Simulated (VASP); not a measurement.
Method: revTPSS meta-GGA, VASP's PBE PAW potentials (set 64) (plane waves; VASP).

A VASP calculation is set up with these files.

INCAR:
```
SYSTEM = Si
PREC = Accurate
ENCUT = 520
EDIFF = 1E-7
NELM = 100
ALGO = Normal
LREAL = .FALSE.
LASPH = .TRUE.
ISMEAR = 0
SIGMA = 0.05
METAGGA = RTPSS
LMIXTAU = .TRUE.
LWAVE = .FALSE.
LCHARG = .FALSE.
ISIF = 2
```

**KPOINTS**
```
kpoints
0
G
 8 8 8
```

File POSCAR:
```
Si
1
    0.0000000000     2.7726838719     2.7726838719
    2.7726838719     0.0000000000     2.7726838719
    2.7726838719     2.7726838719     0.0000000000
Si
2
Direct
  0.0000000000   0.0000000000   0.0000000000
  0.2500000000   0.2500000000   0.2500000000
```

POTCAR, in this order: Si (PBE.64 set). Program: vasp_std.

The run wrote:

**OUTCAR**
```
 ion  position               nearest neighbor table
   1  0.000  0.000  0.000-   2 2.40   2 2.40   2 2.40   2 2.40
   2  0.250  0.250  0.250-   1 2.40   1 2.40   1 2.40   1 2.40
  LATTYP: Found a face centered cubic cell.
 ALAT       =     5.5453677438
 Subroutine PRICEL returns:
 Original cell was already a primitive cell.
 Subroutine GETGRP returns: Found 48 space group operations
The static configuration has the point symmetry T_d .
 The point group associated with its full space group is O_h .
The dynamic configuration has the point symmetry T_d .
 Subroutine INISYM returns: Found 48 space group operations
 Subroutine IBZKPT returns following result:
 Found     29 irreducible k-points:

 Following reciprocal coordinates:
            Coordinates               Weight
  0.000000  0.000000  0.000000      1.000000
  0.125000  0.000000  0.000000      8.000000
  0.250000  0.000000  0.000000      8.000000
  0.375000  0.000000  0.000000      8.000000
  0.500000  0.000000  0.000000      4.000000
  0.125000  0.125000  0.000000      6.000000
  0.250000  0.125000  0.000000     24.000000
  0.375000  0.125000  0.000000     24.000000
  0.500000  0.125000  0.000000     24.000000
 -0.375000  0.125000  0.000000     24.000000
 -0.250000  0.125000  0.000000     24.000000
 -0.125000  0.125000  0.000000     12.000000
  0.250000  0.250000  0.000000      6.000000
  0.375000  0.250000  0.000000     24.000000
  0.500000  0.250000  0.000000     24.000000
 -0.375000  0.250000  0.000000     24.000000
 -0.250000  0.250000  0.000000     12.000000
  0.375000  0.375000  0.000000      6.000000
  0.500000  0.375000  0.000000     24.000000
 -0.375000  0.375000  0.000000     12.000000
  0.500000  0.500000  0.000000      3.000000
  0.375000  0.250000  0.125000     24.000000
  0.500000  0.250000  0.125000     48.000000
 -0.375000  0.250000  0.125000     24.000000
  0.500000  0.375000  0.125000     24.000000
 -0.375000  0.375000  0.125000     48.000000
 -0.250000  0.375000  0.125000     24.000000
 -0.375000  0.500000  0.125000     12.000000
 -0.250000  0.500000  0.250000      6.000000
   k-points           NKPTS =     29   k-points in BZ     NKDIM =     29   number of bands    NBANDS=      8
   number of dos      NEDOS =    301   number of ions     NIONS =      2
   total plane-waves  NPLWV =  27000
   dimension x,y,z NGX =    30 NGY =   30 NGZ =   30
   dimension x,y,z NGXF=    60 NGYF=   60 NGZF=   60
   ions per type =               2
   PREC   = accura    normal or accurate (medium, high low for compatibility)
   ISTART =      0    job   : 0-new  1-cont  2-samecut
   ICHARG =      2    charge: 1-file 2-atom 10-const
   ISPIN  =      1    spin polarized calculation?
   LNONCOLLINEAR =      F non collinear calculations
   LSORBIT =      F    spin-orbit coupling
   INIWAV =      1    electr: 0-lowe 1-rand  2-diag
   ENCUT  =  520.0 eV  38.22 Ry    6.18 a.u.   7.29  7.29  7.29*2*pi/ulx,y,z
   NELM   =    100;   NELMIN=  2; NELMDL= -5     # of ELM steps
   EDIFF  = 0.1E-06   stopping-criterion for ELM
   LREAL  =      F    real-space projection
   NLSPLINE    = F    spline interpolate recip. space projectors
   LMAXMIX     =    2 max onsite mixed and CHGCAR
   VOSKOWN=      0    Vosko Wilk Nusair interpolation
   EDIFFG = 0.1E-05   stopping-criterion for IOM
   NSW    =      0    number of steps for IOM
   NBLOCK =      1;   KBLOCK =      1    inner block; outer block
   IBRION =     -1    ionic relax: 0-MD 1-quasi-New 2-CG
   NFREE  =      0    steps in history (QN), initial steepest desc. (CG)
   ISIF   =      2    stress and relaxation
   ISYM   =      2    0-nonsym 1-usesym 2-fastsym
   TEIN   =    0.0    initial temperature
   TEBEG  =    0.0;   TEEND  =   0.0 temperature during run
...
```

OSZICAR:
```
       N       E                     dE             d eps       ncg     rms          rms(c)
DAV:   1     0.946068577606E+01    0.94607E+01   -0.32836E+03   464   0.810E+02
DAV:   2    -0.129112456335E+02   -0.22372E+02   -0.21607E+02   672   0.124E+02
DAV:   3    -0.135669042048E+02   -0.65566E+00   -0.57215E+00   664   0.208E+01
DAV:   4    -0.135707382481E+02   -0.38340E-02   -0.38340E-02   736   0.184E+00
DAV:   5    -0.135707572436E+02   -0.18996E-04   -0.18995E-04   680   0.872E-02    0.718E+00
DAV:   6    -0.133349230883E+02    0.23583E+00   -0.75915E+00   504   0.311E+01    0.446E+00
DAV:   7    -0.133850531824E+02   -0.50130E-01   -0.99067E-02   736   0.317E+00    0.247E+00
DAV:   8    -0.131664953783E+02    0.21856E+00   -0.15751E+00   464   0.176E+01    0.475E-01
DAV:   9    -0.133729510201E+02   -0.20646E+00   -0.88326E-01   464   0.113E+01    0.136E-01
DAV:  10    -0.133843665593E+02   -0.11416E-01   -0.50519E-02   560   0.244E+00    0.628E-02
DAV:  11    -0.133860411589E+02   -0.16746E-02   -0.12181E-03   576   0.465E-01    0.632E-02
DAV:  12    -0.133878136713E+02   -0.17725E-02   -0.24126E-03   488   0.615E-01    0.322E-02
DAV:  13    -0.133887257963E+02   -0.91213E-03   -0.10348E-03   480   0.508E-01    0.251E-02
DAV:  14    -0.133888076026E+02   -0.81806E-04   -0.44684E-05   592   0.101E-01    0.122E-02
DAV:  15    -0.133888171488E+02   -0.95461E-05   -0.43392E-06   592   0.301E-02    0.918E-03
DAV:  16    -0.133888136527E+02    0.34961E-05   -0.12908E-06   480   0.167E-02    0.818E-03
DAV:  17    -0.133888214512E+02   -0.77985E-05   -0.75487E-06   480   0.387E-02    0.130E-03
DAV:  18    -0.133888215812E+02   -0.12998E-06   -0.18027E-07   584   0.524E-03    0.945E-04
DAV:  19    -0.133888216416E+02   -0.60395E-07   -0.74001E-08   288   0.320E-03
   1 F= -.13388822E+02 E0= -.13388822E+02  d E =-.185636E-10
```

### OUTCAR
```
------------------------ aborting loop because EDIFF is reached ----------------------------------------
  FORCE on cell =-STRESS in cart. coord.  units (eV):
  Direction    XX          YY          ZZ          XY          YZ          ZX
  --------------------------------------------------------------------------------------
  Total       -1.2893269     -1.2893269     -1.2893269      0.0000000      0.0000000     -0.0000000
  in kB      -48.4554416    -48.4554416    -48.4554416      0.0000000      0.0000000     -0.0000000
  external PRESSURE =     -48.4554416 kB  Pullay stress =       0.0000000 kB
  volume of cell :       42.63
      direct lattice vectors                 reciprocal lattice vectors
     0.000000000  2.772683872  2.772683872    -0.180330692  0.180330692  0.180330692
     2.772683872  0.000000000  2.772683872     0.180330692 -0.180330692  0.180330692
     2.772683872  2.772683872  0.000000000     0.180330692  0.180330692 -0.180330692
 POSITION                                       TOTAL-FORCE (eV/Angst)
 -----------------------------------------------------------------------------------
      0.00000      0.00000      0.00000         0.000000      0.000000      0.000000
      1.38634      1.38634      1.38634        -0.000000     -0.000000     -0.000000
 -----------------------------------------------------------------------------------
    total drift:                               -0.000000     -0.000000     -0.000000
  FREE ENERGIE OF THE ION-ELECTRON SYSTEM (eV)
  ---------------------------------------------------
  free  energy   TOTEN  =       -13.3888216416 eV

  energy  without entropy=      -13.3888216415  energy(sigma->0) =      -13.38882164
```
(Selected blocks of OUTCAR.)

The compound is Si in the diamond structure. This cell is one point of a volume scan, at 1.06 of the reference volume.
